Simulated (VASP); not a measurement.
All values below come from PBE GGA, VASP's PBE PAW potentials (set 64) (plane waves; VASP 6.6.1).

VASP ran on this input.

### INCAR
```
! general
SYSTEM   =  Bi
PREC     =  Accurate
ENCUT    =  400   ! plane-wave cut-off (eV)
LREAL    =  F   ! projection in real space or not
LASPH    =  T

! electronic loop
EDIFF    =  1E-6   ! SCF stop (eV)
NELM     =  100
ALGO     =  Normal
LMAXMIX  =  4   ! l cut-off of mixed one-centre charges

! smearing
ISMEAR   =  1   ! Methfessel-Paxton
SIGMA    =  0.1   ! width (eV)

! functional
GGA      =  PE   ! PBE

! ions
ISIF     =  2

! output
LWAVE    =  F
LCHARG   =  F
```

**KPOINTS**
```
kpoints
0
gamma
  9 9 9
0 0 0
```

File POSCAR:
```
Bi
4.2491360
  1.0000000000  -0.5461110212   0.0000000000
  1.0000000000   0.5461110212   0.0000000000
  0.7017626642   0.0000000000   0.8976450742
Bi
2
direct
  0.2340000000   0.2340000000   0.2340000000
  0.7660000000   0.7660000000   0.7660000000
```

POTCAR, in this order: Bi_d (PBE.64 set). Program: vasp_std.

The run wrote:

**OSZICAR**
```
       N       E                     dE             d eps       ncg     rms          rms(c)
DAV:   1     0.271937919257E+03    0.27194E+03   -0.14567E+04  3238   0.157E+03
DAV:   2     0.143686741911E+02   -0.25757E+03   -0.25326E+03  3248   0.412E+02
DAV:   3    -0.701013081312E+01   -0.21379E+02   -0.21047E+02  3700   0.146E+02
DAV:   4    -0.773853948390E+01   -0.72841E+00   -0.72687E+00  3555   0.301E+01
DAV:   5    -0.777425972809E+01   -0.35720E-01   -0.35719E-01  4312   0.580E+00    0.101E+00
DAV:   6    -0.777360902412E+01    0.65070E-03   -0.19751E-02  3988   0.156E+00    0.617E-01
DAV:   7    -0.777462992170E+01   -0.10209E-02   -0.13481E-02  3469   0.143E+00    0.110E-01
DAV:   8    -0.777481659452E+01   -0.18667E-03   -0.17226E-03  3503   0.514E-01    0.233E-02
DAV:   9    -0.777484068086E+01   -0.24086E-04   -0.66257E-05  4399   0.690E-02    0.115E-02
DAV:  10    -0.777483995911E+01    0.72175E-06   -0.86821E-06  2726   0.246E-02
   1 F= -.77748400E+01 E0= -.77749192E+01  d E =0.237865E-03
```

File OUTCAR:
```
------------------------ aborting loop because EDIFF is reached ----------------------------------------
  FORCE on cell =-STRESS in cart. coord.  units (eV):
  Direction    XX          YY          ZZ          XY          YZ          ZX
  --------------------------------------------------------------------------------------
  Total       -0.3738840     -0.5673298     -0.5459763      0.0000000      0.0000000      0.0642713
  in kB       -7.9639756    -12.0845004    -11.6296571      0.0000000      0.0000000      1.3690218
  external PRESSURE =     -10.5593777 kB  Pullay stress =       0.0000000 kB
  volume of cell :       75.22
      direct lattice vectors                 reciprocal lattice vectors
     4.249136000 -2.320500000  0.000000000     0.117670981 -0.215470804 -0.091993042
     4.249136000  2.320500000  0.000000000     0.117670981  0.215470804 -0.091993042
     2.981885000  0.000000000  3.814216000     0.000000000  0.000000000  0.262177076
 POSITION                                       TOTAL-FORCE (eV/Angst)
 -----------------------------------------------------------------------------------
      2.68636      0.00000      0.89253        -0.077735      0.000000     -0.025827
      8.79380      0.00000      2.92169         0.077735      0.000000      0.025827
 -----------------------------------------------------------------------------------
    total drift:                               -0.000000     -0.000000     -0.000000
  FREE ENERGIE OF THE ION-ELECTRON SYSTEM (eV)
  ---------------------------------------------------
  free  energy   TOTEN  =        -7.7748399591 eV

  energy  without entropy=       -7.7750778236  energy(sigma->0) =       -7.77491925
```
(Selected blocks of OUTCAR.)

The compound is Bi in the a7 structure. The cell was not relaxed at this level.
